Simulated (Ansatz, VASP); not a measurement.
# Cross-check of SrCl2 between VASP and Ansatz, part 3 of 3

One calculation is typed for both programs; each brings its own data sets. How far apart do they land? The cell is taken from a series of runs on this material, whose earlier steps may have relaxed, scaled, displaced or heated it; both programs get it as it stands.

VASP 6.6.1 and Ansatz 0.2.0.

So far: The starting structure; Ansatz: zone-centre phonons, PBE; VASP: zone-centre phonons, PBE.

### Step 3. VASP: zone-centre phonons, PBE (continued)

Level of this step: PBE; plane waves and PAW (Sr_sv, Cl) (VASP).

Numbers of over 12 decimals in the logs are rounded to 6 here.

Parts of OUTCAR (step 3):

```text
ion  position               nearest neighbor table
   1  0.000  0.000  0.000-   3 3.08   3 3.08   3 3.08   2 3.08   3 3.08   2 3.08   2 3.08   2 3.08

  LATTYP: Found a face centered cubic cell.
 ALAT       =     7.1106766294

 Subroutine GETGRP returns: Found 48 space group operations
 (whereof 48 operations were pure point group operations)

The static configuration has the point symmetry O_h .

 Found     16 irreducible k-points:

   k-points           NKPTS =     16   k-points in BZ     NKDIM =     16   number of bands    NBANDS=     18

   dimension x,y,z NGX =    40 NGY =   40 NGZ =   40
   dimension x,y,z NGXF=    80 NGYF=   80 NGZF=   80

   ENCUT  =  500.0 eV  36.75 Ry    6.06 a.u.   9.17  9.17  9.17*2*pi/ulx,y,z

   NELECT =      24.0000    total number of electrons

 k-points in reciprocal lattice and weights: Automatic mesh
   0.00000000  0.00000000  0.00000000       0.005
   0.16666667  0.00000000  0.00000000       0.037
   0.33333333  0.00000000  0.00000000       0.037
   0.50000000  0.00000000  0.00000000       0.019
   0.16666667  0.16666667  0.00000000       0.028
   0.33333333  0.16666667  0.00000000       0.111
   0.50000000  0.16666667  0.00000000       0.111
  -0.33333333  0.16666667  0.00000000       0.111
  -0.16666667  0.16666667  0.00000000       0.056
[...]
-0.33333333  0.33333333  0.16666667       0.111
  -0.33333333  0.50000000  0.16666667       0.056

 average (electrostatic) potential at core
       1 -39.3287       2 -93.4143       3 -93.4143

  Total       -0.4948334     -0.4948334     -0.4948334      0.0000000      0.0000000     -0.0000000
  in kB       -8.8205723     -8.8205723     -8.8205723      0.0000000      0.0000000     -0.0000000
  external PRESSURE =      -8.8205723 kB  Pullay stress =       0.0000000 kB

  energy-cutoff  :      500.00
  volume of cell :       89.88
      direct lattice vectors                 reciprocal lattice vectors
     0.000000000  3.555338315  3.555338315    -0.140633593  0.140633593  0.140633593
     3.555338315  0.000000000  3.555338315     0.140633593 -0.140633593  0.140633593
     3.555338315  3.555338315  0.000000000     0.140633593  0.140633593 -0.140633593

 POSITION                                       TOTAL-FORCE (eV/Angst)
 -----------------------------------------------------------------------------------
      0.00000      0.00000      0.00000         0.000000      0.000000      0.000000
      1.77767      1.77767      1.77767         0.000000      0.000000      0.000000
      5.33301      5.33301      5.33301        -0.000000     -0.000000     -0.000000
 -----------------------------------------------------------------------------------
    total drift:                               -0.000000     -0.000000      0.000000

 MACROSCOPIC STATIC DIELECTRIC TENSOR (including local field effects in DFT)
 ------------------------------------------------------
           2.844387     0.000000    -0.000000
          -0.000000     2.844387     0.000000
          -0.000000    -0.000000     2.844387
 ------------------------------------------------------

 PIEZOELECTRIC TENSOR (including local field effects)  for field in x, y, z        (C/m^2)
          XX          YY          ZZ          XY          YZ          ZX
  --------------------------------------------------------------------------------
  x     0.00000     0.00000     0.00000     0.00000     0.00000     0.00000
  y     0.00000     0.00000     0.00000     0.00000     0.00000     0.00000
  z     0.00000     0.00000     0.00000     0.00000     0.00000     0.00000

 BORN EFFECTIVE CHARGES (including local field effects) (in |e|, cummulative output)
 ---------------------------------------------------------------------------------
 ion    1
    1     2.49981     0.00000     0.00000
    2     0.00000     2.49981     0.00000
    3     0.00000     0.00000     2.49981
 ion    2
    1    -1.24991     0.00000     0.00000
    2     0.00000    -1.24991     0.00000
    3     0.00000     0.00000    -1.24991
 ion    3
    1    -1.24991     0.00000     0.00000
    2     0.00000    -1.24991     0.00000
    3     0.00000     0.00000    -1.24991

 Eigenvectors and eigenvalues of the dynamical matrix
 ----------------------------------------------------

   1 f  =    4.889122 THz    30.719263 2PiTHz  163.083572 cm-1    20.219777 meV
             X         Y         Z           dx          dy          dz
      0.000000  0.000000  0.000000     0.000000    0.000000    0.000000
      1.777669  1.777669  1.777669     0.020154    0.706820    0.000000
      5.333007  5.333007  5.333007    -0.020154   -0.706820   -0.000000

   2 f  =    4.889122 THz    30.719263 2PiTHz  163.083572 cm-1    20.219777 meV
             X         Y         Z           dx          dy          dz
      0.000000  0.000000  0.000000    -0.000000   -0.000000   -0.000000
      1.777669  1.777669  1.777669    -0.000000   -0.000000    0.707107
      5.333007  5.333007  5.333007     0.000000    0.000000   -0.707107

   3 f  =    4.889122 THz    30.719263 2PiTHz  163.083572 cm-1    20.219777 meV
             X         Y         Z           dx          dy          dz
      0.000000  0.000000  0.000000    -0.000000    0.000000   -0.000000
      1.777669  1.777669  1.777669    -0.706820    0.020154   -0.000000
      5.333007  5.333007  5.333007     0.706820   -0.020154   -0.000000

   4 f  =    3.492780 THz    21.945786 2PiTHz  116.506611 cm-1    14.444972 meV
             X         Y         Z           dx          dy          dz
      0.000000  0.000000  0.000000     0.666604   -0.063070   -0.000000
      1.777669  1.777669  1.777669    -0.522861    0.049470    0.000000
      5.333007  5.333007  5.333007    -0.522861    0.049470    0.000000

   5 f  =    3.492780 THz    21.945786 2PiTHz  116.506611 cm-1    14.444972 meV
             X         Y         Z           dx          dy          dz
      0.000000  0.000000  0.000000     0.063070    0.666604    0.000094
      1.777669  1.777669  1.777669    -0.049470   -0.522861   -0.000074
      5.333007  5.333007  5.333007    -0.049470   -0.522861   -0.000074

   6 f  =    3.492780 THz    21.945786 2PiTHz  116.506611 cm-1    14.444972 meV
             X         Y         Z           dx          dy          dz
      0.000000  0.000000  0.000000     0.000009    0.000094   -0.669581
      1.777669  1.777669  1.777669    -0.000007   -0.000073    0.525196
      5.333007  5.333007  5.333007    -0.000007   -0.000073    0.525196

   7 f/i=    0.003709 THz     0.023302 2PiTHz    0.123707 cm-1     0.015338 meV
             X         Y         Z           dx          dy          dz
      0.000000  0.000000  0.000000     0.006315    0.305566    0.676942
      1.777669  1.777669  1.777669     0.004026    0.194785    0.431523
      5.333007  5.333007  5.333007     0.004026    0.194785    0.431523

   8 f/i=    0.003709 THz     0.023302 2PiTHz    0.123707 cm-1     0.015338 meV
             X         Y         Z           dx          dy          dz
      0.000000  0.000000  0.000000    -0.100194   -0.670428    0.303560
      1.777669  1.777669  1.777669    -0.063870   -0.427370    0.193507
      5.333007  5.333007  5.333007    -0.063870   -0.427370    0.193507

   9 f/i=    0.003709 THz     0.023302 2PiTHz    0.123707 cm-1     0.015338 meV
             X         Y         Z           dx          dy          dz
      0.000000  0.000000  0.000000    -0.735923    0.093899   -0.035520
      1.777669  1.777669  1.777669    -0.469120    0.059857   -0.022643
      5.333007  5.333007  5.333007    -0.469120    0.059857   -0.022643

 MACROSCOPIC STATIC DIELECTRIC TENSOR IONIC CONTRIBUTION
 ------------------------------------------------------
           6.425026    -0.000000     0.000000
          -0.000000     6.425026     0.000000
           0.000000    -0.000000     6.425026
 ------------------------------------------------------

 ELASTIC MODULI CONTR FROM IONIC RELAXATION (kBar)
 Direction    XX          YY          ZZ          XY          YZ          ZX
 --------------------------------------------------------------------------------
 XX          -0.0000     -0.0000     -0.0000      0.0000     -0.0000      0.0000
 YY          -0.0000     -0.0000     -0.0000      0.0000     -0.0000      0.0000
 ZZ          -0.0000     -0.0000     -0.0000      0.0000     -0.0000      0.0000
 XY           0.0000      0.0000      0.0000    -25.5904     -0.0000     -0.0000
 YZ          -0.0000     -0.0000     -0.0000      0.0000    -25.5904      0.0000
 ZX           0.0000      0.0000      0.0000     -0.0000      0.0000    -25.5904
 --------------------------------------------------------------------------------

 PIEZOELECTRIC TENSOR IONIC CONTR  for field in x, y, z        (C/m^2)
          XX          YY          ZZ          XY          YZ          ZX
  --------------------------------------------------------------------------------
  x    -0.00000     0.00000     0.00000    -0.00000     0.00000     0.00000
  y    -0.00000    -0.00000    -0.00000    -0.00000    -0.00000     0.00000
  z    -0.00000     0.00000     0.00000     0.00000     0.00000     0.00000
```

### Step 4. Differences

Known differences besides the potentials themselves: fixed occupations in Ansatz, narrow Gaussian smearing in VASP; VASP's run holds the zone centre alone; the cutoff is 420 eV in Ansatz and 500 eV in VASP. Total energies have different zeros and are not compared.

The two programs side by side:

```csv
quantity,Ansatz,VASP,difference
ε∞ xx,2.84,2.84,-0.23 %
ε∞ yy,2.84,2.84,-0.23 %
ε∞ zz,2.84,2.84,-0.23 %
Born charge of Sr1 (mean of the diagonal) (e),2.50,2.50,0.00
Born charge of Cl2 (mean of the diagonal) (e),-1.25,-1.25,0.00
optical mode 1 to 3 (cm⁻¹),114.9,116.5,-1.36 %
optical mode 4 to 6 (cm⁻¹),162.5,163.1,-0.35 %
```

Modes are paired by rising frequency, not by their patterns, so a pair may set unlike modes beside each other; they are those without the splitting of longitudinal modes.

### Step 5. Summary of results

```yaml
r_m_s_difference_of_the_optical_zone_centre_modes_each_program_s_sorted_by_frequency_zone_centre_phonons_pbe: 1.2 cm⁻¹
difference_in_optical_mode_1_to_3_zone_centre_phonons_pbe: -1.4 %
```

The r.m.s. difference of the optical zone-centre modes, each program's sorted by frequency is 1.2 cm⁻¹ (zone-centre phonons, PBE). Among the rows given in per cent, the largest difference of the zone-centre phonons, PBE pair is in optical mode 1 to 3, -1.4 %. Such differences can come from data sets, numerical settings and the points named under the comparisons, not from the functional's error against experiment.

[Lines on the potential files, build, host, timing and source positions are cut from VASP's logs without a mark.]

[Logs are printed without paths, hosts, clocks, repeated set-up lines and the standing remarks that a program may print on its own settings, such as how far it seeks lower states.]

[Hosts, paths, dates, database ids (printed as entryN), source tags and the programs' standing remarks are cut or masked in the printed files.]
